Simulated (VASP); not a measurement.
Calculation: PBEsol GGA, VASP's PBE PAW potentials (set 64) (plane waves; VASP 6.6.1).

A VASP calculation is set up with these files.

POSCAR:
```
As
1.0
 -2.6481600000   2.6481600000   1.4448680000
  2.6481600000  -2.6481600000   1.4448680000
  2.6481600000   2.6481600000  -1.4448680000
As
2
Cartesian
  0.0000000000   2.6481600000   0.7224340000
  0.0000000000   0.0000000000   0.0000000000
```

**INCAR**
```
LWAVE = .FALSE.
NELM = 100   # most electronic steps
SIGMA = 0.05
LCHARG = .FALSE.
IBRION = 2
SYSTEM = As
ISIF = 3
LMAXMIX = 4   # l cut-off of mixed one-centre charges
PREC = Accurate
GGA = PS   # PBEsol
EDIFFG = -0.01
LASPH = .TRUE.
NSW = 60
EDIFF = 1E-6
LREAL = .FALSE.
ENCUT = 400
ISMEAR = 0   # Gaussian
ALGO = Normal
```

File KPOINTS:
```
Automatic mesh
0
Gamma
 9 9 9
```

POTCAR, in this order: As (PBE.64 set). Program: vasp_std.

Output

File OUTCAR:
```
 ion  position               nearest neighbor table
   1  0.750  0.250  0.500-   2 2.74   2 2.74   2 2.74   2 2.74
   2  0.000  0.000  0.000-   1 2.74   1 2.74   1 2.74   1 2.74
  LATTYP: Found a body centered tetragonal cell.
 ALAT       =     5.2963200000
 C/A-ratio  =     0.5456120476
 Subroutine PRICEL returns:
 Original cell was already a primitive cell.
 Subroutine GETGRP returns: Found 16 space group operations
The static configuration has the point symmetry D_2d.
 The point group associated with its full space group is D_4h.
The dynamic configuration has the point symmetry D_2d.
 Subroutine INISYM returns: Found 16 space group operations
 Subroutine IBZKPT returns following result:
 Found     75 irreducible k-points:

 Following reciprocal coordinates:
            Coordinates               Weight
  0.000000  0.000000  0.000000      1.000000
  0.111111  0.000000  0.000000      8.000000
  0.222222  0.000000  0.000000      8.000000
  0.333333 -0.000000  0.000000      8.000000
  0.444444  0.000000  0.000000      8.000000
  0.111111  0.111111 -0.000000      8.000000
  0.222222  0.111111  0.000000     16.000000
  0.333333  0.111111  0.000000     16.000000
  0.444444  0.111111  0.000000     16.000000
 -0.444444  0.111111  0.000000     16.000000
 -0.333333  0.111111 -0.000000     16.000000
 -0.222222  0.111111  0.000000     16.000000
 -0.111111  0.111111  0.000000      4.000000
  0.222222  0.222222  0.000000      8.000000
  0.333333  0.222222  0.000000     16.000000
  0.444444  0.222222 -0.000000     16.000000
 -0.444444  0.222222  0.000000     16.000000
 -0.333333  0.222222 -0.000000     16.000000
 -0.222222  0.222222  0.000000      4.000000
  0.333333  0.333333  0.000000      8.000000
  0.444444  0.333333  0.000000     16.000000
 -0.444444  0.333333  0.000000     16.000000
...
```

OSZICAR:
```
       N       E                     dE             d eps       ncg     rms          rms(c)
DAV:   1     0.173164451474E+02    0.17316E+02   -0.38264E+03  1350   0.765E+02
DAV:   2    -0.901678497636E+01   -0.26333E+02   -0.25566E+02  2200   0.107E+02
DAV:   3    -0.981327609176E+01   -0.79649E+00   -0.79308E+00  1551   0.200E+01
DAV:   4    -0.981697955220E+01   -0.37035E-02   -0.36967E-02  1631   0.142E+00
DAV:   5    -0.981698685072E+01   -0.72985E-05   -0.72977E-05  1478   0.621E-02    0.294E+00
DAV:   6    -0.981140413437E+01    0.55827E-02   -0.18982E-03  1461   0.319E-01    0.173E+00
DAV:   7    -0.980816391101E+01    0.32402E-02   -0.41137E-03  1414   0.473E-01    0.622E-02
DAV:   8    -0.980815650321E+01    0.74078E-05   -0.12312E-04  1446   0.872E-02    0.858E-03
DAV:   9    -0.980815703417E+01   -0.53096E-06   -0.20336E-06  1403   0.121E-02
   1 F= -.98081570E+01 E0= -.98072387E+01  d E =-.980816E+01
       N       E                     dE             d eps       ncg     rms          rms(c)
DAV:   1    -0.987841810887E+01   -0.70262E-01   -0.18184E+00  1383   0.826E+00    0.109E+00
DAV:   2    -0.984439915636E+01    0.34019E-01   -0.36225E-02  1397   0.149E+00    0.589E-01
DAV:   3    -0.982888065404E+01    0.15519E-01   -0.36531E-02  1447   0.113E+00    0.134E-01
DAV:   4    -0.982888097954E+01   -0.32550E-06   -0.21650E-04  1442   0.136E-01    0.914E-02
DAV:   5    -0.982886860011E+01    0.12379E-04   -0.17662E-05  1567   0.386E-02    0.227E-03
DAV:   6    -0.982886827474E+01    0.32537E-06   -0.48258E-07   781   0.564E-03
   2 F= -.98288683E+01 E0= -.98280984E+01  d E =-.207112E-01
       N       E                     dE             d eps       ncg     rms          rms(c)
DAV:   1    -0.983114014626E+01   -0.22715E-02   -0.50167E-02  1404   0.134E+00    0.178E-01
DAV:   2    -0.983015987974E+01    0.98027E-03   -0.10579E-03  1401   0.256E-01    0.972E-02
DAV:   3    -0.982971259071E+01    0.44729E-03   -0.10436E-03  1455   0.191E-01    0.200E-02
DAV:   4    -0.982971288607E+01   -0.29536E-06   -0.64780E-06  1425   0.233E-02
   3 F= -.98297129E+01 E0= -.98288106E+01  d E =-.215559E-01
       N       E                     dE             d eps       ncg     rms          rms(c)
DAV:   1    -0.984791224590E+01   -0.18200E-01   -0.67954E-01  1429   0.496E+00    0.443E-01
DAV:   2    -0.984232235657E+01    0.55899E-02   -0.20258E-02  1442   0.104E+00    0.252E-01
DAV:   3    -0.983895656556E+01    0.33658E-02   -0.85648E-03  1487   0.549E-01    0.214E-02
DAV:   4    -0.983898101306E+01   -0.24448E-04   -0.31580E-04  1408   0.130E-01    0.175E-02
DAV:   5    -0.983898086051E+01    0.15255E-06   -0.13390E-05  1496   0.245E-02    0.988E-03
DAV:   6    -0.983898006166E+01    0.79885E-06   -0.23714E-06   876   0.980E-03
   4 F= -.98389801E+01 E0= -.98388341E+01  d E =-.926718E-02
       N       E                     dE             d eps       ncg     rms          rms(c)
DAV:   1    -0.983901353888E+01   -0.32678E-04   -0.94134E-04  1437   0.185E-01    0.169E-02
DAV:   2    -0.983900495052E+01    0.85884E-05   -0.28257E-05  1448   0.389E-02    0.962E-03
DAV:   3    -0.983899994641E+01    0.50041E-05   -0.13351E-05  1476   0.216E-02    0.857E-04
DAV:   4    -0.983899997116E+01   -0.24753E-07   -0.45973E-07   716   0.509E-03
   5 F= -.98390000E+01 E0= -.98388504E+01  d E =-.928709E-02
       N       E                     dE             d eps       ncg     rms          rms(c)
DAV:   1    -0.984047684996E+01   -0.14769E-02   -0.38751E-02  1408   0.119E+00    0.172E-01
DAV:   2    -0.983961671364E+01    0.86014E-03   -0.67251E-04  1415   0.205E-01    0.938E-02
DAV:   3    -0.983922832897E+01    0.38838E-03   -0.87085E-04  1442   0.174E-01    0.187E-02
DAV:   4    -0.983922856568E+01   -0.23671E-06   -0.32972E-06  1438   0.177E-02
   6 F= -.98392286E+01 E0= -.98390649E+01  d E =-.228595E-03
       N       E                     dE             d eps       ncg     rms          rms(c)
DAV:   1    -0.983956424665E+01   -0.33592E-03   -0.58927E-03  1412   0.465E-01    0.674E-02
DAV:   2    -0.983943440528E+01    0.12984E-03   -0.10247E-04  1418   0.799E-02    0.365E-02
DAV:   3    -0.983937746714E+01    0.56938E-04   -0.13321E-04  1441   0.680E-02    0.749E-03
DAV:   4    -0.983937740716E+01    0.59974E-07   -0.48498E-07   923   0.689E-03
   7 F= -.98393774E+01 E0= -.98392213E+01  d E =-.377436E-03
       N       E                     dE             d eps       ncg     rms          rms(c)
DAV:   1    -0.983937728425E+01    0.18289E-06   -0.62492E-06  1329   0.154E-02    0.219E-03
DAV:   2    -0.983937708054E+01    0.20371E-06   -0.11671E-07   692   0.277E-03
   8 F= -.98393771E+01 E0= -.98392208E+01  d E =-.377109E-03
       N       E                     dE             d eps       ncg     rms          rms(c)
DAV:   1    -0.983938327507E+01   -0.59908E-05   -0.13457E-03  1404   0.222E-01    0.324E-02
DAV:   2    -0.983935223225E+01    0.31043E-04   -0.23620E-05  1409   0.383E-02    0.176E-02
DAV:   3    -0.983933774356E+01    0.14489E-04   -0.30787E-05  1442   0.327E-02    0.360E-03
DAV:   4    -0.983933777921E+01   -0.35656E-07   -0.11450E-07   699   0.333E-03
   9 F= -.98393378E+01 E0= -.98391783E+01  d E =-.337808E-03
       N       E                     dE             d eps       ncg     rms          rms(c)
DAV:   1    -0.983941371856E+01   -0.75975E-04   -0.12023E-03  1406   0.210E-01    0.304E-02
DAV:   2    -0.983938779107E+01    0.25927E-04   -0.20777E-05  1411   0.360E-02    0.165E-02
DAV:   3    -0.983937671763E+01    0.11073E-04   -0.27004E-05  1441   0.306E-02    0.337E-03
DAV:   4    -0.983937668812E+01    0.29511E-07   -0.97538E-08   693   0.311E-03
  10 F= -.98393767E+01 E0= -.98392202E+01  d E =-.376717E-03
       N       E                     dE             d eps       ncg     rms          rms(c)
DAV:   1    -0.983940374795E+01   -0.27030E-04   -0.10741E-03  1434   0.198E-01    0.178E-02
DAV:   2    -0.983939425730E+01    0.94907E-05   -0.32551E-05  1442   0.417E-02    0.102E-02
DAV:   3    -0.983938854438E+01    0.57129E-05   -0.14888E-05  1428   0.228E-02    0.910E-04
DAV:   4    -0.983938857746E+01   -0.33078E-07   -0.52560E-07   702   0.538E-03
  11 F= -.98393886E+01 E0= -.98392270E+01  d E =-.118893E-04
```

**OUTCAR**
```
------------------------ aborting loop because EDIFF is reached ----------------------------------------
  FORCE on cell =-STRESS in cart. coord.  units (eV):
  Direction    XX          YY          ZZ          XY          YZ          ZX
  --------------------------------------------------------------------------------------
  Total       -0.0064827     -0.0064827     -0.0007573      0.0000000     -0.0000000      0.0000000
  in kB       -0.2675380     -0.2675380     -0.0312547      0.0000000     -0.0000000      0.0000000
  external PRESSURE =      -0.1887769 kB  Pullay stress =       0.0000000 kB
  volume of cell :       38.82
      direct lattice vectors                 reciprocal lattice vectors
    -2.645678688  2.645678688  1.386587597     0.000000000  0.188987424  0.360597485
     2.645678688 -2.645678688  1.386587597     0.188987424  0.000000000  0.360597485
     2.645678688  2.645678688 -1.386587597     0.188987424  0.188987424  0.000000000
 POSITION                                       TOTAL-FORCE (eV/Angst)
 -----------------------------------------------------------------------------------
     -0.00000      2.64568      0.69329        -0.000000     -0.000000      0.000000
      2.64568      2.64568     -1.38659         0.000000      0.000000     -0.000000
 -----------------------------------------------------------------------------------
    total drift:                               -0.000000      0.000000     -0.000000
  FREE ENERGIE OF THE ION-ELECTRON SYSTEM (eV)
  ---------------------------------------------------
  free  energy   TOTEN  =        -9.8393885775 eV

  energy  without entropy=       -9.8390653769  energy(sigma->0) =       -9.83922698

 reached required accuracy - stopping structural energy minimisation
```
(Selected blocks of OUTCAR.)

CONTCAR:
```
As
   1.00000000000000
    -2.6456786881917318    2.6456786881917318    1.3865875967882062
     2.6456786881917318   -2.6456786881917318    1.3865875967882062
     2.6456786881917318    2.6456786881917318   -1.3865875967882062
  As
     2
Direct
     0.7500000000000000    0.2500000000000000    0.5000000000000000
     0.0000000000000000    0.0000000000000000    1.0000000000000000
```

Energy and stress use the plane-wave basis of the starting cell.

The structure was generated: As was put into the beta-Sn type (I4_1/amd), which need not be its known phase. This run relaxes it. Symmetry was kept, so distortions that lower it aren't found.
